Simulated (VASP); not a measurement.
# Bi: which input changes matter

Which changes to a sound input spoil a run on Bi, which are harmless, and which give a warning? All runs use LDA. This is not the structure that Bi takes at ambient conditions. The start is a computed cell from the Materials Project.

Calculated with VASP 6.6.1; LDA; plane waves and PAW (Bi_d).

The starting crystal is not the ambient structure of Bi (space group No. 166); it is a model or a phase of other conditions.

### 1. Starting point

It takes space group Im-3m (No. 229, cubic). The conventional cell has a = 3.963 Å, b = 3.963 Å, c = 3.963 Å, α = 90.00°, β = 90.00°, γ = 90.00°. Nearest to Bi lie 8 Bi at 3.43 Å.

As a file:

```cif
data_structure
_symmetry_space_group_name_H-M 'P 1'
_symmetry_Int_Tables_number 1
_cell_length_a 3.4319
_cell_length_b 3.4319
_cell_length_c 3.4319
_cell_angle_alpha 109.471
_cell_angle_beta 109.471
_cell_angle_gamma 109.471
_cell_volume 31.12
loop_
_atom_site_label
_atom_site_type_symbol
_atom_site_fract_x
_atom_site_fract_y
_atom_site_fract_z
_atom_site_occupancy
Bi1 Bi 0.00000 0.00000 0.00000 1
```

### 2. Reference run

A single point gives energy, forces and stress at these settings. LDA, the lowest rung, knows the local density alone.

INCAR

```
SYSTEM = Bi
PREC = Accurate
ENCUT = 400
EDIFF = 1E-06
NELM = 100
ISMEAR = -1
SIGMA = 0.05
LREAL = .FALSE.
ALGO = Normal
GGA = CA
NBANDS = 13
LORBIT = 11
LWAVE = .FALSE.
LCHARG = .FALSE.
KPAR = 2
ISIF = 2
```

POSCAR

```
Bi
1.0
   -1.9814305318      1.9814305318      1.9814305318
    1.9814305318     -1.9814305318      1.9814305318
    1.9814305318      1.9814305318     -1.9814305318
Bi
1
Direct
    0.0000000000      0.0000000000      0.0000000000
```

KPOINTS

```
Automatic mesh
0
Gamma
8 8 8
0 0 0
```

PAW data sets: Bi_d (LDA family, release 64).

On the command line:

```bash
$ mpirun -np 2 vasp_std
```

What it wrote:

```text
[banner, memory and clock lines left out]
running    2 mpi-ranks, on    1 nodes
 distrk:  each k-point on    1 cores,    2 groups
 distr:  one band on    1 cores,    1 groups

 POSCAR found type information on POSCAR Bi
 POSCAR found :  1 types and       1 ions
 LDA part: xc-table for (Slater(with rela. corr.)+CA(PZ))
 , standard interpolation
 POSCAR, INCAR and KPOINTS ok, starting setup
 FFT: planning ... GRIDC
 FFT: planning ... GRID_SOFT
 FFT: planning ... GRID
 WAVECAR not read
 entering main loop
       N       E                     dE             d eps       ncg     rms          rms(c)
DAV:   1     0.103398607333E+03    0.10340E+03   -0.68202E+03   764   0.113E+03
DAV:   2     0.128386822728E+01   -0.10211E+03   -0.99814E+02   794   0.311E+02
DAV:   3    -0.430080435095E+01   -0.55847E+01   -0.55645E+01   932   0.774E+01
DAV:   4    -0.442737094033E+01   -0.12657E+00   -0.12654E+00   930   0.125E+01
DAV:   5    -0.443281953264E+01   -0.54486E-02   -0.54485E-02  1076   0.229E+00    0.475E-01
DAV:   6    -0.442572270674E+01    0.70968E-02   -0.87475E-03   950   0.136E+00    0.275E-01
DAV:   7    -0.442361284718E+01    0.21099E-02   -0.53661E-03   974   0.103E+00    0.765E-02
DAV:   8    -0.442352223493E+01    0.90612E-04   -0.43192E-04   914   0.347E-01    0.100E-02
DAV:   9    -0.442352176000E+01    0.47493E-06   -0.10474E-05  1052   0.453E-02    0.481E-03
DAV:  10    -0.442352208404E+01   -0.32405E-06   -0.56993E-07   617   0.734E-03
   1 F= -.44235221E+01 E0= -.44202726E+01  d E =-.649899E-02
```

Elapsed: 3.8 s, on 2 MPI ranks of AMD EPYC 7R43, shared host; peak memory 0.17 GiB.

Lines that name or quote the potential files are left out of all logs, and their timing lines are given in words.

From OUTCAR (step 2):

```text
ion  position               nearest neighbor table
   1  0.000  0.000  0.000-

  LATTYP: Found a body centered cubic cell.
 ALAT       =     3.9628610636

 Subroutine GETGRP returns: Found 48 space group operations
 (whereof 48 operations were pure point group operations)

The static configuration has the point symmetry O_h .

 Found     29 irreducible k-points:

   k-points           NKPTS =     29   k-points in BZ     NKDIM =     29   number of bands    NBANDS=     13

   dimension x,y,z NGX =    24 NGY =   24 NGZ =   24
   dimension x,y,z NGXF=    48 NGYF=   48 NGZF=   48

   ENCUT  =  400.0 eV  29.40 Ry    5.42 a.u.   5.60  5.60  5.60*2*pi/ulx,y,z

   NELECT =      15.0000    total number of electrons

 k-points in reciprocal lattice and weights: Automatic mesh
   0.00000000  0.00000000  0.00000000       0.002
   0.12500000  0.00000000  0.00000000       0.023
   0.25000000  0.00000000  0.00000000       0.023
   0.37500000  0.00000000  0.00000000       0.023
   0.50000000  0.00000000  0.00000000       0.012
   0.12500000  0.12500000  0.00000000       0.047
   0.25000000  0.12500000 -0.00000000       0.094
   0.37500000  0.12500000  0.00000000       0.094
   0.25000000  0.25000000  0.00000000       0.047
[...]
0.50000000  0.50000000  0.37500000       0.023
   0.50000000  0.50000000  0.50000000       0.002

 average (electrostatic) potential at core
       1-103.4184

 E-fermi :   7.7148

 k-point     1 :       0.0000    0.0000    0.0000
  band No.  band energies     occupation
    ...
      2     -15.3057      2.00000
      3     -15.3057      2.00000
      4     -15.1749      2.00000
      5     -15.1749      2.00000
      6      -5.8618      2.00000
      7      12.7173      0.00000
      8      12.7173      0.00000
      9      12.7173      0.00000
     10      16.9002      0.00000
     11      18.1957      0.00000
    ...

 k-point     2 :       0.1250    0.0000    0.0000
  band No.  band energies     occupation
    ...
      2     -15.2960      2.00000
      3     -15.2752      2.00000
      4     -15.1816      2.00000
      5     -15.1761      2.00000
      6      -5.5787      2.00000
      7      10.3674      0.00000
      8      11.9466      0.00000
      9      12.4705      0.00000
     10      16.3289      0.00000
     11      17.1491      0.00000
    ...

 k-point     3 :       0.2500    0.0000    0.0000
  band No.  band energies     occupation
    ...
      3     -15.2003      2.00000
      4     -15.1920      2.00000
      5     -15.1788      2.00000
      6      -4.7584      2.00000
      7       6.8945      2.00000
      8      10.5932      0.00000
      9      11.8697      0.00000
     10      14.8232      0.00000
     11      16.1208      0.00000
     12      18.2439      0.00000
    ...

  Total       -0.6801207     -0.6801207     -0.6801207      0.0000000      0.0000000      0.0000000
  in kB      -35.0186997    -35.0186997    -35.0186997      0.0000000      0.0000000      0.0000000
  external PRESSURE =     -35.0186997 kB  Pullay stress =       0.0000000 kB

  energy-cutoff  :      400.00
  volume of cell :       31.12
      direct lattice vectors                 reciprocal lattice vectors
    -1.981430532  1.981430532  1.981430532     0.000000000  0.252342937  0.252342937
     1.981430532 -1.981430532  1.981430532     0.252342937  0.000000000  0.252342937
     1.981430532  1.981430532 -1.981430532     0.252342937  0.252342937  0.000000000

 POSITION                                       TOTAL-FORCE (eV/Angst)
 -----------------------------------------------------------------------------------
      0.00000      0.00000      0.00000         0.000000     -0.000000      0.000000
 -----------------------------------------------------------------------------------
    total drift:                               -0.000000      0.000000      0.000000

  FREE ENERGIE OF THE ION-ELECTRON SYSTEM (eV)
  ---------------------------------------------------
  free  energy   TOTEN  =        -4.4235220840 eV

  energy  without entropy=       -4.4170230975  energy(sigma->0) =       -4.42027259

 total charge
# of ion       s       p       d       tot
------------------------------------------
    1        1.552   1.271   9.917  12.741

[... 3 further parts left out ...]
```

This run has no spin polarisation. Its electron count is odd, so without a moment it is a metal by construction. The k-mesh is coarse for a metal. At this level the cell is under a tension of 3.5 GPa, so at these settings it is away from equilibrium.

This step gave:

```
SCF cycles                             : 10
electrons                              : 15
bands                                  : 13
irreducible k-points                   : 29
symmetry operations                    : 48
free energy (TOTEN)                    : -4.424 eV
energy at zero smearing                : -4.420 eV
Fermi energy                           : 7.715 eV
pressure                               : -3.502 GPa
metallic, judged on the points sampled : yes
```

The pressure is -3.50 GPa and the largest force 0.000 eV/Å, so the cell is not at a minimum at these settings.

### 3. Total energy, forces and stress (LDA) with a changed input

A single point gives energy, forces and stress at these settings. Some settings are moved from the usual, to see what they do.

Changes to INCAR since step 2:

```diff
@@ -5,4 +5,4 @@
 NELM = 100
-ISMEAR = -1
-SIGMA = 0.05
+ISMEAR = 1
+SIGMA = 0.2
 LREAL = .FALSE.
```

POSCAR is that of step 2.

KPOINTS is that of step 2.

On the command line:

```bash
$ mpirun -np 2 vasp_std
```

What it wrote:

```text
[... set-up lines as in an earlier step ...]
 entering main loop
       N       E                     dE             d eps       ncg     rms          rms(c)
DAV:   1     0.103403717085E+03    0.10340E+03   -0.68202E+03   764   0.113E+03
DAV:   2     0.128655982236E+01   -0.10212E+03   -0.99794E+02   794   0.311E+02
DAV:   3    -0.429764334092E+01   -0.55842E+01   -0.55636E+01   932   0.774E+01
DAV:   4    -0.442417294649E+01   -0.12653E+00   -0.12650E+00   930   0.125E+01
DAV:   5    -0.442962341278E+01   -0.54505E-02   -0.54504E-02  1076   0.229E+00    0.477E-01
DAV:   6    -0.442248102834E+01    0.71424E-02   -0.87931E-03   950   0.137E+00    0.276E-01
DAV:   7    -0.442035562483E+01    0.21254E-02   -0.54148E-03   974   0.103E+00    0.769E-02
DAV:   8    -0.442026455971E+01    0.91065E-04   -0.43494E-04   914   0.348E-01    0.101E-02
DAV:   9    -0.442026410672E+01    0.45299E-06   -0.10485E-05  1052   0.453E-02    0.484E-03
DAV:  10    -0.442026443089E+01   -0.32417E-06   -0.57288E-07   617   0.737E-03
   1 F= -.44202644E+01 E0= -.44209966E+01  d E =0.219663E-02
```

Run time: 3.6 s. Hardware: 2 MPI ranks; peak memory 0.17 GiB; 5.9 s of CPU time.

Parts of OUTCAR (step 3):

```text
The static configuration has the point symmetry O_h .

 Found     29 irreducible k-points:

   NELECT =      15.0000    total number of electrons

 E-fermi :   7.7239

 k-point     1 :       0.0000    0.0000    0.0000
  band No.  band energies     occupation
    ...
      2     -15.3069      2.00000
      3     -15.3069      2.00000
      4     -15.1761      2.00000
      5     -15.1761      2.00000
      6      -5.8622      2.00000
      7      12.7169      0.00000
      8      12.7169      0.00000
      9      12.7169      0.00000
     10      16.8999      0.00000
     11      18.1957      0.00000
    ...

 k-point     2 :       0.1250    0.0000    0.0000
  band No.  band energies     occupation
    ...
      2     -15.2971      2.00000
      3     -15.2764      2.00000
      4     -15.1828      2.00000
      5     -15.1773      2.00000
      6      -5.5790      2.00000
      7      10.3671     -0.00000
      8      11.9462      0.00000
      9      12.4701      0.00000
     10      16.3288      0.00000
     11      17.1491      0.00000
    ...

  Total       -0.6935971     -0.6935971     -0.6935971     -0.0000000     -0.0000000     -0.0000000
  in kB      -35.7125865    -35.7125865    -35.7125865     -0.0000000     -0.0000000     -0.0000000
  external PRESSURE =     -35.7125865 kB  Pullay stress =       0.0000000 kB

 POSITION                                       TOTAL-FORCE (eV/Angst)
 -----------------------------------------------------------------------------------
      0.00000      0.00000      0.00000         0.000000      0.000000      0.000000
 -----------------------------------------------------------------------------------
    total drift:                                0.000000      0.000000      0.000000

  FREE ENERGIE OF THE ION-ELECTRON SYSTEM (eV)
  ---------------------------------------------------
  free  energy   TOTEN  =        -4.4202644309 eV

  energy  without entropy=       -4.4224610638  energy(sigma->0) =       -4.42099664

 total charge
# of ion       s       p       d       tot
------------------------------------------
    1        1.552   1.271   9.918  12.740

[... 8 parts as in an earlier step ...]

[... 5 further parts left out ...]
```

At this level the cell is under a tension of 3.6 GPa, so at these settings it is away from equilibrium.

This step gave:

| Item | Value |
| --- | --- |
| free energy (TOTEN) | -4.420 eV |
| energy at zero smearing | -4.421 eV |
| Fermi energy | 7.724 eV |
| pressure | -3.571 GPa |

Against the reference run the energy at zero smearing moves by -0.72 meV an atom and the pressure by -0.07 GPa.

### 4. A single point (LDA) with a changed input

This run is made with a changed input; what comes of it follows.

Changes to INCAR since step 3:

```diff
@@ -4,5 +4,5 @@
 EDIFF = 1E-06
-NELM = 100
-ISMEAR = 1
-SIGMA = 0.2
+NELM = 92
+ISMEAR = -1
+SIGMA = 0.05
 LREAL = .FALSE.
```

POSCAR is that of step 3.

KPOINTS

```
Automatic mesh
0
Gamma
1 1 1
0 0 0
```

On the command line:

```bash
$ mpirun -np 2 vasp_std
```

What it wrote:

```text
[... set-up lines as in an earlier step ...]
 entering main loop
       N       E                     dE             d eps       ncg     rms          rms(c)
DAV:   1     0.120199756146E+03    0.12020E+03   -0.73500E+03    26   0.115E+03
DAV:   2     0.216100113242E+02   -0.98590E+02   -0.90573E+02    26   0.265E+02
DAV:   3     0.121272405845E+02   -0.94828E+01   -0.92826E+01    39   0.802E+01
DAV:   4     0.120041595581E+02   -0.12308E+00   -0.11653E+00    36   0.706E+00
DAV:   5     0.120015688948E+02   -0.25907E-02   -0.25879E-02    44   0.134E+00    0.318E+00
DAV:   6     0.120974787177E+02    0.95910E-01   -0.12720E-01    31   0.415E+00    0.203E+00
DAV:   7     0.120998070777E+02    0.23284E-02   -0.11680E-01    26   0.322E+00    0.291E-01
DAV:   8     0.121006044766E+02    0.79740E-03   -0.86007E-03    36   0.135E+00    0.826E-02
DAV:   9     0.121005024640E+02   -0.10201E-03   -0.81695E-05    26   0.128E-01    0.730E-03
DAV:  10     0.121005004140E+02   -0.20500E-05   -0.45137E-06    36   0.255E-02    0.243E-03
DAV:  11     0.121005003570E+02   -0.57019E-07   -0.22906E-07    13   0.473E-03
   1 F= 0.12100500E+02 E0= 0.12204472E+02  d E =-.207944E+00
```

The job ended after 1.6 s (2 MPI ranks; peak memory 0.17 GiB).

OUTCAR, selected parts (step 4):

```text
The static configuration has the point symmetry O_h .

 Found      1 irreducible k-points:

   k-points           NKPTS =      1   k-points in BZ     NKDIM =      1   number of bands    NBANDS=     13

   NELECT =      15.0000    total number of electrons

 E-fermi :  13.3758

 k-point     1 :       0.0000    0.0000    0.0000
  band No.  band energies     occupation
    ...
      5     -13.5790      2.00000
      6      -5.2001      2.00000
      7      13.3758      1.00000
      8      13.3758      1.00000
      9      13.3758      1.00000
     10      17.6348      0.00000
     11      18.4880      0.00000
     12      18.4880      0.00000
     13      18.4880      0.00000

  Total       17.6818961     17.6818961     17.6818961      0.0000000      0.0000000      0.0000000
  in kB      910.4222688    910.4222688    910.4222688      0.0000000      0.0000000      0.0000000
  external PRESSURE =     910.4222688 kB  Pullay stress =       0.0000000 kB

 POSITION                                       TOTAL-FORCE (eV/Angst)
 -----------------------------------------------------------------------------------
      0.00000      0.00000      0.00000        -0.000000     -0.000000      0.000000
 -----------------------------------------------------------------------------------
    total drift:                               -0.000000      0.000000      0.000000

  FREE ENERGIE OF THE ION-ELECTRON SYSTEM (eV)
  ---------------------------------------------------
  free  energy   TOTEN  =        12.1005003570 eV

  energy  without entropy=       12.3084445112  energy(sigma->0) =       12.20447243

 total charge
# of ion       s       p       d       tot
------------------------------------------
    1        1.181   2.259   9.848  13.288

[... 6 parts as in an earlier step ...]

[... 2 further parts left out ...]
```

Convergence was reached, but on settings outside the sound range, so the numbers are no properties of the crystal.

Against the sound run on this cell (reference run) the energy at zero smearing moves by +16624.7 meV an atom and the pressure by +94.54 GPa.

The fault in the input: one k point for a small cell (k-mesh = [1, 1, 1]). A small cell needs a mesh; Γ alone serves large cells only.

### 5. A single point (LDA) with a changed input, try 2

A single point gives energy, forces and stress at these settings. Some settings are moved from the usual, to see what they do.

Changes to INCAR since step 4:

```diff
@@ -4,5 +4,5 @@
 EDIFF = 1E-06
-NELM = 92
-ISMEAR = -1
-SIGMA = 0.05
+NELM = 100
+ISMEAR = 0
+SIGMA = 0.3
 LREAL = .FALSE.
```

POSCAR is that of step 4.

KPOINTS

```
Automatic mesh
0
Gamma
8 8 8
0 0 0
```

On the command line:

```bash
$ mpirun -np 2 vasp_std
```

What it wrote:

```text
[... set-up lines as in an earlier step ...]
 entering main loop
       N       E                     dE             d eps       ncg     rms          rms(c)
DAV:   1     0.103375492064E+03    0.10338E+03   -0.68202E+03   764   0.113E+03
DAV:   2     0.127132622671E+01   -0.10210E+03   -0.99813E+02   794   0.311E+02
DAV:   3    -0.431477899555E+01   -0.55861E+01   -0.55663E+01   932   0.774E+01
DAV:   4    -0.444150878490E+01   -0.12673E+00   -0.12670E+00   930   0.125E+01
DAV:   5    -0.444695402326E+01   -0.54452E-02   -0.54451E-02  1076   0.229E+00    0.470E-01
DAV:   6    -0.444007594872E+01    0.68781E-02   -0.85408E-03   950   0.135E+00    0.271E-01
DAV:   7    -0.443803365675E+01    0.20423E-02   -0.51942E-03   974   0.101E+00    0.753E-02
DAV:   8    -0.443794559918E+01    0.88058E-04   -0.42171E-04   914   0.343E-01    0.992E-03
DAV:   9    -0.443794504054E+01    0.55864E-06   -0.10282E-05  1044   0.450E-02    0.474E-03
DAV:  10    -0.443794536054E+01   -0.32000E-06   -0.58335E-07   617   0.769E-03
   1 F= -.44379454E+01 E0= -.44192247E+01  d E =-.374414E-01
```

The job ended after 5.8 s (2 MPI ranks; peak memory 0.18 GiB; 10 s of CPU time).

From OUTCAR (step 5):

```text
   NELECT =      15.0000    total number of electrons

 E-fermi :   7.7367

 k-point     1 :       0.0000    0.0000    0.0000
  band No.  band energies     occupation
    ...
      2     -15.3007      2.00000
      3     -15.3007      2.00000
      4     -15.1698      2.00000
      5     -15.1698      2.00000
      6      -5.8601      2.00000
      7      12.7193      0.00000
      8      12.7193      0.00000
      9      12.7193      0.00000
     10      16.9016      0.00000
     11      18.1959      0.00000
    ...

  Total       -0.6340111     -0.6340111     -0.6340111      0.0000000      0.0000000     -0.0000000
  in kB      -32.6445671    -32.6445671    -32.6445671      0.0000000      0.0000000     -0.0000000
  external PRESSURE =     -32.6445671 kB  Pullay stress =       0.0000000 kB

 POSITION                                       TOTAL-FORCE (eV/Angst)
 -----------------------------------------------------------------------------------
      0.00000      0.00000      0.00000         0.000000     -0.000000      0.000000
 -----------------------------------------------------------------------------------
    total drift:                               -0.000000     -0.000000      0.000000

  FREE ENERGIE OF THE ION-ELECTRON SYSTEM (eV)
  ---------------------------------------------------
  free  energy   TOTEN  =        -4.4379453605 eV

  energy  without entropy=       -4.4005039597  energy(sigma->0) =       -4.41922466

[... 8 parts as in an earlier step ...]

[... 9 further parts left out ...]
```

The run converged, and its energy and pressure stay near those of the sound run.

Against the sound run on this cell (reference run) the energy at zero smearing moves by +1.0 meV an atom and the pressure by +0.24 GPa.

Settings moved from the usual: ISMEAR = 0 and SIGMA = 0.3.

[end of part 1 of 3]

[Lines on the potential files, build, host, timing and source positions are cut from VASP's logs without a mark.]

[Logs are printed without paths, hosts, clocks, repeated set-up lines and the standing remarks that a program may print on its own settings, such as how far it seeks lower states.]

[Hosts, paths, dates, database ids (printed as entryN), source tags and the programs' standing remarks are cut or masked in the printed files.]

[A measured line is paired with the nearest computed mode of its activity, which favours agreement.]

[In band tables of VASP the shares of atoms and orbitals are scaled to a sum of 1 inside the atoms' spheres.]
